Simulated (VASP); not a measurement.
Given:

```yaml
crystal:
  lattice:
    - [0.00000, 2.18559, 2.18559]
    - [2.18559, 0.00000, 2.18559]
    - [2.18559, 2.18559, 0.00000]
  atoms:
    - { symbol: S, position: [0.00000, 0.00000, 0.00000] }
    - { symbol: Be, position: [0.50000, 0.50000, 0.50000] }
```

The numbers are results of PBE GGA, VASP's PBE PAW potentials (set 64) (plane waves; VASP 6.6.1), not measurements. Run with 300 eV cut-off, 7×7×7 Γ-centred mesh, Gaussian smearing of 0.10 eV, potentials S Be.

Problem. Give the energies of bands 2 to 7 at the high-symmetry points, in eV from the valence-band maximum.

Solution. 
```tsv
band	Γ	X	U	L	W
2	-0.40	-8.37	-7.55	-8.67	-6.78
3	-0.40	-4.00	-6.29	-0.68	-6.78
4	-0.40	-4.00	-3.19	-0.68	-4.79
5	7.50	1.02	2.17	3.54	5.57
6	8.54	3.44	7.52	3.54	5.75
7	8.54	13.42	8.73	4.45	9.49
```

The gap is indirect, 1.02 eV, from the valence maximum at (-0.14, 0.14, 0.00) to the conduction minimum at X.

The structure was generated: BeS was put into an ordered model structure, which need not be its known phase. The cell was not relaxed at this level.
